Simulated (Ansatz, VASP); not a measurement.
CsHgS in VASP and in Ansatz

```
CELL_PARAMETERS angstrom
5.30981 0.00000 0.00000
0.00000 5.30981 0.00000
0.00000 0.00000 5.08707
ATOMIC_POSITIONS crystal
Cs 0.00000 0.00000 0.50000
Hg 0.50000 0.50000 0.50000
S 0.50000 0.50000 0.00000
```

Alike in both runs: functional PBE; k mesh 4 × 4 × 4; occupations gaussian, width 0.1 eV; no spin polarisation.

Ansatz relaxed the structure, and its values are those at the end. VASP's run is a single point on that final structure, the one shown.

|  | VASP | Ansatz |
| --- | --- | --- |
| version | VASP 6.6.1 | Ansatz 0.2.0 |
| potentials or method | VASP PAW PBE potentials, release 64 (Cs_sv, Hg, S) | scalar-relativistic, plane waves, PAW |
| plane-wave cutoff (eV) | 520 | 420 |
| valence electrons in the cell | 27 | 35 |

VASP gave:

```
gap on the k mesh at the Fermi level (eV) : none
pressure (GPa)                            : 0.1
```

Question: What did Ansatz give for the same quantities?

Answer: gap on the k mesh at the Fermi level (eV): none; pressure (GPa): 0.0.

A gap of «none» marks a metal or a gap that the smearing closes. With one functional, cell and mesh, what is left measures potentials, basis and numerics. The two sets of potentials don't hold the same shells in valence.

Spin-orbit coupling is left out, which matters for the levels of Cs, Hg.
